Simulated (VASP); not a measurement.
Output of a VASP run:

### OUTCAR
```
 ion  position               nearest neighbor table
   1  0.333  0.667  0.250-   2 2.63   2 2.63   2 2.63   2 2.63   2 2.63   2 2.63
   2  0.667  0.333  0.750-   1 2.63   1 2.63   1 2.63   1 2.63   1 2.63   1 2.63
  LATTYP: Found a hexagonal cell.
 ALAT       =     2.6897180197
 C/A-ratio  =     1.5771661753
 Subroutine PRICEL returns:
 Original cell was already a primitive cell.
 Subroutine GETGRP returns: Found 24 space group operations
The static configuration has the point symmetry D_3d.
 The point group associated with its full space group is D_6h.
The dynamic configuration has the point symmetry D_3d.
 Subroutine INISYM returns: Found 24 space group operations
 Subroutine IBZKPT returns following result:
 Found    120 irreducible k-points:

 Following reciprocal coordinates:
            Coordinates               Weight
  0.000000  0.000000  0.000000      1.000000
  0.071429 -0.000000  0.000000      6.000000
  0.142857  0.000000  0.000000      6.000000
  0.214286  0.000000  0.000000      6.000000
  0.285714  0.000000  0.000000      6.000000
  0.357143  0.000000  0.000000      6.000000
  0.428571  0.000000  0.000000      6.000000
  0.500000 -0.000000  0.000000      3.000000
  0.071429  0.071429  0.000000      6.000000
  0.142857  0.071429  0.000000     12.000000
  0.214286  0.071429  0.000000     12.000000
  0.285714  0.071429  0.000000     12.000000
  0.357143  0.071429  0.000000     12.000000
  0.428571  0.071429  0.000000     12.000000
  0.142857  0.142857  0.000000      6.000000
  0.214286  0.142857  0.000000     12.000000
  0.285714  0.142857  0.000000     12.000000
  0.357143  0.142857  0.000000     12.000000
  0.428571  0.142857  0.000000      6.000000
  0.214286  0.214286  0.000000      6.000000
  0.285714  0.214286  0.000000     12.000000
  0.357143  0.214286  0.000000     12.000000
  0.285714  0.285714  0.000000      6.000000
  0.357143  0.285714  0.000000      6.000000
  0.000000  0.000000  0.125000      2.000000
  0.071429 -0.000000  0.125000     12.000000
  0.142857  0.000000  0.125000     12.000000
  0.214286  0.000000  0.125000     12.000000
  0.285714  0.000000  0.125000     12.000000
  0.357143  0.000000  0.125000     12.000000
  0.428571  0.000000  0.125000     12.000000
  0.500000 -0.000000  0.125000      6.000000
  0.071429  0.071429  0.125000     12.000000
  0.142857  0.071429  0.125000     24.000000
  0.214286  0.071429  0.125000     24.000000
  0.285714  0.071429  0.125000     24.000000
  0.357143  0.071429  0.125000     24.000000
  0.428571  0.071429  0.125000     24.000000
  0.142857  0.142857  0.125000     12.000000
  0.214286  0.142857  0.125000     24.000000
   k-points           NKPTS =    120   k-points in BZ     NKDIM =    120   number of bands    NBANDS=     18
   number of dos      NEDOS =    301   number of ions     NIONS =      2
   total plane-waves  NPLWV =   9072
   dimension x,y,z NGX =    18 NGY =   18 NGZ =   28
   dimension x,y,z NGXF=    36 NGYF=   36 NGZF=   56
   ions per type =               2
   PREC   = accura    normal or accurate (medium, high low for compatibility)
   ISTART =      0    job   : 0-new  1-cont  2-samecut
   ICHARG =      2    charge: 1-file 2-atom 10-const
   ISPIN  =      1    spin polarized calculation?
   LNONCOLLINEAR =      F non collinear calculations
   LSORBIT =      F    spin-orbit coupling
   INIWAV =      1    electr: 0-lowe 1-rand  2-diag
   ENCUT  =  400.0 eV  29.40 Ry    5.42 a.u.   4.39  4.39  6.92*2*pi/ulx,y,z
   NELM   =    100;   NELMIN=  2; NELMDL= -5     # of ELM steps
   EDIFF  = 0.1E-07   stopping-criterion for ELM
   LREAL  =      F    real-space projection
   NLSPLINE    = F    spline interpolate recip. space projectors
   LMAXMIX     =    4 max onsite mixed and CHGCAR
   VOSKOWN=      0    Vosko Wilk Nusair interpolation
   EDIFFG = -.1E-02   stopping-criterion for IOM
   NSW    =     30    number of steps for IOM
...
```

File OSZICAR:
```
       N       E                     dE             d eps       ncg     rms          rms(c)
DAV:   1     0.244564852546E+03    0.24456E+03   -0.15781E+04  4352   0.144E+03
DAV:   2    -0.163163369679E+02   -0.26088E+03   -0.25525E+03  4574   0.447E+02
DAV:   3    -0.218641502391E+02   -0.55478E+01   -0.54246E+01  4572   0.707E+01
DAV:   4    -0.219212798864E+02   -0.57130E-01   -0.57056E-01  5296   0.632E+00
DAV:   5    -0.219222121439E+02   -0.93226E-03   -0.93220E-03  4748   0.711E-01    0.203E+01
DAV:   6    -0.204548788437E+02    0.14673E+01   -0.38453E+00  4360   0.205E+01    0.517E+00
DAV:   7    -0.203466277951E+02    0.10825E+00   -0.32010E-01  4446   0.532E+00    0.108E+00
DAV:   8    -0.203359935291E+02    0.10634E-01   -0.69087E-03  4446   0.100E+00    0.302E-01
DAV:   9    -0.203353562489E+02    0.63728E-03   -0.98328E-04  5356   0.359E-01    0.404E-02
DAV:  10    -0.203353759729E+02   -0.19724E-04   -0.26738E-05  4900   0.489E-02    0.117E-02
DAV:  11    -0.203353764360E+02   -0.46306E-06   -0.24456E-06  4890   0.149E-02    0.252E-03
DAV:  12    -0.203353763628E+02    0.73162E-07   -0.82547E-08  5354   0.197E-03    0.439E-04
DAV:  13    -0.203353765399E+02   -0.17706E-06   -0.14893E-08  2444   0.132E-03    0.354E-04
DAV:  14    -0.203353765434E+02   -0.35311E-08   -0.67847E-10  2268   0.251E-04
   1 F= -.20335377E+02 E0= -.20334891E+02  d E =-.203354E+02
```

### OUTCAR
```
------------------------ aborting loop because EDIFF is reached ----------------------------------------
  FORCE on cell =-STRESS in cart. coord.  units (eV):
  Direction    XX          YY          ZZ          XY          YZ          ZX
  --------------------------------------------------------------------------------------
  Total        0.0032427      0.0032427     -0.0071998     -0.0000000      0.0000000      0.0000000
  in kB        0.1954715      0.1954715     -0.4340106     -0.0000000      0.0000000      0.0000000
  external PRESSURE =      -0.0143559 kB  Pullay stress =       0.0000000 kB
  volume of cell :       26.58
      direct lattice vectors                 reciprocal lattice vectors
     1.344858944 -2.329364172  0.000000000     0.371786203 -0.214650850  0.000000000
     1.344858944  2.329364172  0.000000000     0.371786203  0.214650850  0.000000000
     0.000000000  0.000000000  4.242132282     0.000000000  0.000000000  0.235730509
 POSITION                                       TOTAL-FORCE (eV/Angst)
 -----------------------------------------------------------------------------------
      1.34486      0.77646      1.06053        -0.000000      0.000000      0.000000
      1.34486     -0.77646      3.18160         0.000000     -0.000000      0.000000
 -----------------------------------------------------------------------------------
    total drift:                                0.000012      0.000497     -0.000045
  FREE ENERGIE OF THE ION-ELECTRON SYSTEM (eV)
  ---------------------------------------------------
  free  energy   TOTEN  =       -20.3353765434 eV

  energy  without entropy=      -20.3339194530  energy(sigma->0) =      -20.33489085

 reached required accuracy - stopping structural energy minimisation
```
(Selected blocks of OUTCAR.)

File POSCAR:
```
Ru
1
    1.3448589439    -2.3293641721    -0.0000000000
    1.3448589439     2.3293641721     0.0000000000
    0.0000000000     0.0000000000     4.2421322817
Ru
2
Direct
  0.3333330000   0.6666670000   0.2500000000
  0.6666670000   0.3333330000   0.7500000000
```

Q: Reconstruct the remaining input files.

A: Several could match; the one computed here: the input of the run itself, PBEsol GGA, plane waves, VASP's PBE PAW potentials (set 64).

**KPOINTS**
```
Regular mesh
0
G
  14 14 8
```

**INCAR**
```
! general
SYSTEM  = Ru
PREC    = Accurate
ENCUT   = 400
LREAL   = .False.
LASPH   = .True.

! electronic loop
EDIFF   = 1E-8
NELM    = 100
ALGO    = Normal
LMAXMIX = 4

! smearing
ISMEAR  = 1
SIGMA   = 0.1

! functional
GGA     = PS

! ions
IBRION  = 1
NSW     = 30
ISIF    = 2
EDIFFG  = -0.001

! output
LWAVE   = .False.
LCHARG  = .False.
```

POTCAR, in this order: Ru_pv (PBE.64 set). Program: vasp_std.

The compound is Ru in the hcp structure. It was relaxed first. The start is the result of an earlier pass.
